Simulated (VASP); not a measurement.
Input of a VASP 6.6.1 run:

Contents of INCAR:

```
ALGO = Normal ; EDIFF = 1E-6
ENCUT = 520 ; GGA = PS
ISIF = 2 ; ISMEAR = -1
LASPH = True ; LCHARG = False
LREAL = False ; LWAVE = False
NBANDS = 44 ; NELM = 60
PREC = Accurate ; SIGMA = 0.1
```

KPOINTS

```
Automatic mesh
0
Gamma
  2 3 3
  0.5 0.5 0.5
```

The input POSCAR:

```
La2In
1.0
    6.7699240000      0.4719950000      0.6174370000
    0.4966150000      4.8734610000     -1.2568150000
   -0.5090130000      0.0780670000      6.0086400000
La In
4 2
Direct
    0.3182017508      0.4612343739      0.0110755088
    0.5786037319      0.4199850201      0.4812060833
    0.8207746490      0.4425586615      0.9715768838
    0.9218767356      0.8861392709      0.4687846704
    0.6050930534      0.9428100033      0.8459441595
    0.3468043923      0.9920601958      0.5190719150
```

Potentials or basis: VASP PAW PBE potentials, release 64 (La, In_d).

Launch:

```sh
$ cat potpaw_PBE.64/La/POTCAR potpaw_PBE.64/In_d/POTCAR > POTCAR
$ mpirun -np 1 vasp_std > vasp.out
```

**Question.** Predict the pressure.

**Answer.** 5.3 GPa.

**Question.** Estimate the largest force.

**Answer.** 1.846 eV/Å.

Forces on the atoms (eV/Å):
```
La  -1.100  1.367  0.059
La   0.778 -0.559 -0.699
La   1.025  0.001  0.524
La   0.510 -0.284 -0.481
In   0.203  0.028  1.646
In  -1.415 -0.553 -1.049
```

Caveat: the k mesh is coarse (spacing up to 0.47 Å⁻¹), so the values aren't converged; the PAW data sets were made with another functional, which shifts forces and pressure a little. The run has no spin-orbit coupling, so splittings on La are missing.
